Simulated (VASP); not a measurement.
```
CELL_PARAMETERS angstrom
      0.00000     2.19928     2.19928
      2.19928     0.00000     2.19928
      2.19928     2.19928     0.00000
ATOMIC_POSITIONS crystal
  Si 0.00000 0.00000 0.00000
  C  0.25000 0.25000 0.25000
```

Computed with RPBE GGA, VASP's PBE PAW potentials (set 64) (plane waves; VASP). Run with 520 eV cut-off, Gaussian smearing of 0.050 eV, potentials Si C.

**Question.** Predict the band gap (along the path) with the smallest direct gap where there is one.

**Answer.** 
The band gap (along the path) is 1.39 eV and the smallest direct gap (along the path) comes out as 4.51 eV.

The absolute energy has meaning only against runs of the same code, potentials and settings.

The compound is SiC in the zinc blende structure. It was relaxed first.
